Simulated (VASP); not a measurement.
Calculation: PBEsol GGA, VASP's PBE PAW potentials (set 64) (plane waves; VASP).

Input for VASP

**POSCAR**
```
TaW
1
   -3.1960579645     3.1872246028     3.1872246028
    1.5980289822    -1.6202325522     1.6202325522
    1.5980289822     1.6202325522    -1.6202325522
W Ta
1 1
Direct
  0.0000000000   0.0000000000   0.0000000000
  0.5000000000   0.0000000000   0.0000000000
```

File KPOINTS:
```
k-points along high-symmetry lines
8
Line-mode
Reciprocal
  0.000000   0.000000   0.000000 ! GAMMA
  0.000000  -0.500000   0.500000 ! Y

  0.000000  -0.500000   0.500000 ! Y
 -0.250000  -0.375000   0.625000 ! C_0

 -0.750000   0.375000   0.375000 ! SIGMA_0
  0.000000   0.000000   0.000000 ! GAMMA

  0.000000   0.000000   0.000000 ! GAMMA
  0.500000   0.000000   0.000000 ! Z

  0.500000   0.000000   0.000000 ! Z
 -0.250000   0.375000   0.375000 ! A_0

  0.250000  -0.375000   0.625000 ! E_0
  0.500000  -0.500000   0.500000 ! T

  0.500000  -0.500000   0.500000 ! T
  0.000000  -0.500000   0.500000 ! Y

  0.000000   0.000000   0.000000 ! GAMMA
 -0.500000   0.000000   0.500000 ! S

 -0.500000   0.000000   0.500000 ! S
  0.000000   0.000000   0.500000 ! R

  0.000000   0.000000   0.500000 ! R
  0.500000   0.000000   0.000000 ! Z

  0.500000   0.000000   0.000000 ! Z
  0.500000  -0.500000   0.500000 ! T
```

### INCAR
```
# general
SYSTEM =TaW
PREC   =Accurate
ENCUT  =400
LREAL  =F
LASPH  =T
ICHARG =11

# electronic loop
EDIFF  =1E-7
NELM   =100
ALGO   =Normal
LMAXMIX=6

# smearing
ISMEAR =0
SIGMA  =0.05

# functional
GGA    =PS

# output
LWAVE  =F
LCHARG =F
LORBIT =11
```

POTCAR, in this order: W_sv Ta_pv (PBE.64 set). Program: vasp_std. Read from the step before: CHGCAR.

The resulting files:

OSZICAR:
```
       N       E                     dE             d eps       ncg     rms          rms(c)
DAV:   1     0.172882995028E+03    0.17288E+03   -0.12400E+04  2840   0.143E+03
DAV:   2    -0.233705766909E+02   -0.19625E+03   -0.19453E+03  3416   0.410E+02
DAV:   3    -0.272845148482E+02   -0.39139E+01   -0.38054E+01  3688   0.569E+01
DAV:   4    -0.273277384723E+02   -0.43224E-01   -0.43152E-01  3320   0.558E+00
DAV:   5    -0.273281734511E+02   -0.43498E-03   -0.43497E-03  3680   0.574E-01
DAV:   6    -0.273281815966E+02   -0.81455E-05   -0.81459E-05  3368   0.820E-02
DAV:   7    -0.273281818277E+02   -0.23107E-06   -0.23112E-06  3696   0.122E-02
DAV:   8    -0.273281818356E+02   -0.78908E-08   -0.77075E-08  2728   0.218E-03
   1 F= -.27328182E+02 E0= -.27327497E+02  d E =-.136924E-02
```

### OUTCAR
```
 val. band max:        8.6394726670   @ k =   0.0000  -0.0714   0.0714

 cond. band min:       8.6547384915   @ k =   0.5000  -0.2857   0.2857



 k-point     1 :       0.0000    0.0000    0.0000
  band No.  band energies     occupation
      1     -65.2789      2.00000
      2     -29.6313      2.00000
      3     -29.1922      2.00000
      4     -29.0097      2.00000
      5     -25.3653      2.00000
      6     -24.9674      2.00000
      7     -24.7644      2.00000
      8      -0.4827      2.00000
      9       2.9630      2.00000
     10       5.7595      2.00000
     11       7.9786      2.00000
     12       8.0577      2.00000
     13       8.4038      2.00000
     14       9.7931      0.00000
     15      10.8544      0.00000
     16      11.1511      0.00000

 k-point     2 :       0.0000   -0.0714    0.0714
  band No.  band energies     occupation
      1     -65.2743      2.00000
      2     -29.6207      2.00000
      3     -29.2115      2.00000
      4     -29.0589      2.00000
      5     -25.3577      2.00000
      6     -24.9930      2.00000
      7     -24.8326      2.00000
      8      -0.2434      2.00000
      9       3.1685      2.00000
     10       5.9938      2.00000
     11       7.8374      2.00000
     12       7.9878      2.00000
     13       8.6395      1.28945
     14       8.8962      0.00000
     15      10.5295      0.00000
     16      11.4475      0.00000

 k-point     3 :       0.0000   -0.1429    0.1429
  band No.  band energies     occupation
      1     -65.2615      2.00000
      2     -29.5910      2.00000
      3     -29.2651      2.00000
      4     -29.1952      2.00000
      5     -25.3360      2.00000
      6     -25.0639      2.00000
      7     -25.0196      2.00000
      8       0.4294      2.00000
      9       3.6996      2.00000
     10       6.6849      2.00000
     11       7.4657      2.00000
     12       7.4802      2.00000
     13       7.7230      2.00000
     14       9.3346      0.00000
...
```

The density is held fixed in this step, so its total energy and stress have no physical meaning. Unless said otherwise, spin-orbit coupling is left out, though it shifts the bands of the heavy elements here.

The structure was generated: TaW was put into an ordered model structure (Cmmm), which need not be its known phase. It was relaxed first. The electron count is odd and the run is not spin-polarised, which forces a metal.
